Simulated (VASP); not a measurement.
Method: LDA (Ceperley-Alder, Perdew-Zunger), VASP's LDA PAW potentials (set 64) (plane waves; VASP 6.6.1).

Input for VASP

POSCAR:
```
HfC
1.0
  0.0000000000   2.2885665203   2.2885665203
  2.2885665203   0.0000000000   2.2885665203
  2.2885665203   2.2885665203   0.0000000000
Hf C
1 1
Cart
  4.5771330406   2.2885665203   2.2885665203
  2.2885665203   2.2885665203   2.2885665203
```

INCAR:
```
SYSTEM = HfC
PREC = Accurate; ENCUT = 520; LREAL = .FALSE.
LASPH = .TRUE.
EDIFF = 1E-6; NELM = 100; ALGO = Normal
LMAXMIX = 6
ISMEAR = 1; SIGMA = 0.1
IBRION = 2; NSW = 60; ISIF = 3
EDIFFG = -0.01
LWAVE = .FALSE.; LCHARG = .FALSE.
```

File KPOINTS:
```
Automatic mesh
0
Gamma
12 12 12
0 0 0
```

POTCAR, in this order: Hf_pv C (LDA.64 set). Program: vasp_std.

The resulting files:

OUTCAR:
```
 ion  position               nearest neighbor table
   1  0.000  0.000  0.000-   2 2.29   2 2.29   2 2.29   2 2.29   2 2.29   2 2.29
   2  0.500  0.500  0.500-   1 2.29   1 2.29   1 2.29   1 2.29   1 2.29   1 2.29
  LATTYP: Found a face centered cubic cell.
 ALAT       =     4.5771330406
 Subroutine PRICEL returns:
 Original cell was already a primitive cell.
 Subroutine GETGRP returns: Found 48 space group operations
The static configuration has the point symmetry O_h .
The dynamic configuration has the point symmetry O_h .
 Subroutine INISYM returns: Found 48 space group operations
 Subroutine IBZKPT returns following result:
 Found     72 irreducible k-points:

 Following reciprocal coordinates:
            Coordinates               Weight
  0.000000  0.000000  0.000000      1.000000
  0.083333  0.000000  0.000000      8.000000
  0.166667  0.000000  0.000000      8.000000
  0.250000  0.000000  0.000000      8.000000
  0.333333  0.000000  0.000000      8.000000
  0.416667  0.000000  0.000000      8.000000
  0.500000  0.000000  0.000000      4.000000
  0.083333  0.083333  0.000000      6.000000
  0.166667  0.083333  0.000000     24.000000
  0.250000  0.083333  0.000000     24.000000
  0.333333  0.083333  0.000000     24.000000
  0.416667  0.083333  0.000000     24.000000
  0.500000  0.083333  0.000000     24.000000
 -0.416667  0.083333  0.000000     24.000000
 -0.333333  0.083333  0.000000     24.000000
 -0.250000  0.083333  0.000000     24.000000
 -0.166667  0.083333  0.000000     24.000000
 -0.083333  0.083333  0.000000     12.000000
  0.166667  0.166667  0.000000      6.000000
  0.250000  0.166667  0.000000     24.000000
  0.333333  0.166667  0.000000     24.000000
  0.416667  0.166667  0.000000     24.000000
  0.500000  0.166667  0.000000     24.000000
 -0.416667  0.166667  0.000000     24.000000
 -0.333333  0.166667  0.000000     24.000000
 -0.250000  0.166667  0.000000     24.000000
 -0.166667  0.166667  0.000000     12.000000
  0.250000  0.250000  0.000000      6.000000
  0.333333  0.250000  0.000000     24.000000
  0.416667  0.250000  0.000000     24.000000
  0.500000  0.250000  0.000000     24.000000
 -0.416667  0.250000  0.000000     24.000000
 -0.333333  0.250000  0.000000     24.000000
 -0.250000  0.250000  0.000000     12.000000
  0.333333  0.333333  0.000000      6.000000
  0.416667  0.333333  0.000000     24.000000
  0.500000  0.333333  0.000000     24.000000
 -0.416667  0.333333  0.000000     24.000000
 -0.333333  0.333333  0.000000     12.000000
  0.416667  0.416667  0.000000      6.000000
   k-points           NKPTS =     72   k-points in BZ     NKDIM =     72   number of bands    NBANDS=     11
   number of dos      NEDOS =    301   number of ions     NIONS =      2
   total plane-waves  NPLWV =  13824
   dimension x,y,z NGX =    24 NGY =   24 NGZ =   24
   dimension x,y,z NGXF=    48 NGYF=   48 NGZF=   48
   ions per type =               1   1
   PREC   = accura    normal or accurate (medium, high low for compatibility)
   ISTART =      0    job   : 0-new  1-cont  2-samecut
   ICHARG =      2    charge: 1-file 2-atom 10-const
   ISPIN  =      1    spin polarized calculation?
   LNONCOLLINEAR =      F non collinear calculations
   LSORBIT =      F    spin-orbit coupling
   INIWAV =      1    electr: 0-lowe 1-rand  2-diag
   ENCUT  =  520.0 eV  38.22 Ry    6.18 a.u.   6.02  6.02  6.02*2*pi/ulx,y,z
   NELM   =    100;   NELMIN=  2; NELMDL= -5     # of ELM steps
   EDIFF  = 0.1E-05   stopping-criterion for ELM
   LREAL  =      F    real-space projection
   NLSPLINE    = F    spline interpolate recip. space projectors
   LMAXMIX     =    6 max onsite mixed and CHGCAR
...
```

File OSZICAR:
```
       N       E                     dE             d eps       ncg     rms          rms(c)
DAV:   1     0.222888425865E+02    0.22289E+02   -0.78720E+03  1592   0.122E+03
DAV:   2    -0.244300615673E+02   -0.46719E+02   -0.44210E+02  2100   0.219E+02
DAV:   3    -0.260207755937E+02   -0.15907E+01   -0.15769E+01  2026   0.309E+01
DAV:   4    -0.260334589553E+02   -0.12683E-01   -0.12682E-01  1882   0.306E+00
DAV:   5    -0.260336044523E+02   -0.14550E-03   -0.14544E-03  2088   0.277E-01    0.634E+01
DAV:   6    -0.230094214171E+02    0.30242E+01   -0.20253E+01  1748   0.233E+01    0.444E+01
DAV:   7    -0.229158307554E+02    0.93591E-01   -0.70730E-01  1829   0.616E+00    0.254E+01
DAV:   8    -0.228988483602E+02    0.16982E-01   -0.50974E-02  1716   0.213E+00    0.541E+00
DAV:   9    -0.228942673081E+02    0.45811E-02   -0.22287E-02  1775   0.902E-01    0.200E+00
DAV:  10    -0.228939891449E+02    0.27816E-03   -0.82758E-04  1871   0.245E-01    0.418E-01
DAV:  11    -0.228939763302E+02    0.12815E-04   -0.11967E-04  1833   0.829E-02    0.222E-02
DAV:  12    -0.228939757205E+02    0.60965E-06   -0.26362E-06  1734   0.162E-02
   1 F= -.22893976E+02 E0= -.22893924E+02  d E =-.228940E+02
```

OUTCAR:
```
------------------------ aborting loop because EDIFF is reached ----------------------------------------
  FORCE on cell =-STRESS in cart. coord.  units (eV):
  Direction    XX          YY          ZZ          XY          YZ          ZX
  --------------------------------------------------------------------------------------
  Total       -0.0058084     -0.0058084     -0.0058084      0.0000000      0.0000000      0.0000000
  in kB       -0.3881927     -0.3881927     -0.3881927      0.0000000      0.0000000      0.0000000
  external PRESSURE =      -0.3881927 kB  Pullay stress =       0.0000000 kB
  volume of cell :       23.97
      direct lattice vectors                 reciprocal lattice vectors
     0.000000000  2.288566520  2.288566520    -0.218477372  0.218477372  0.218477372
     2.288566520  0.000000000  2.288566520     0.218477372 -0.218477372  0.218477372
     2.288566520  2.288566520  0.000000000     0.218477372  0.218477372 -0.218477372
 POSITION                                       TOTAL-FORCE (eV/Angst)
 -----------------------------------------------------------------------------------
      0.00000      0.00000      0.00000         0.000000      0.000000      0.000000
      2.28857      2.28857      2.28857         0.000000      0.000000     -0.000000
 -----------------------------------------------------------------------------------
    total drift:                                0.000000     -0.000000     -0.000000
  FREE ENERGIE OF THE ION-ELECTRON SYSTEM (eV)
  ---------------------------------------------------
  free  energy   TOTEN  =       -22.8939757205 eV

  energy  without entropy=      -22.8938218724  energy(sigma->0) =      -22.89392444

 reached required accuracy - stopping structural energy minimisation
```
(Selected blocks of OUTCAR.)

The compound is HfC in the rock salt structure. It was relaxed first. The start is the result of an earlier pass.
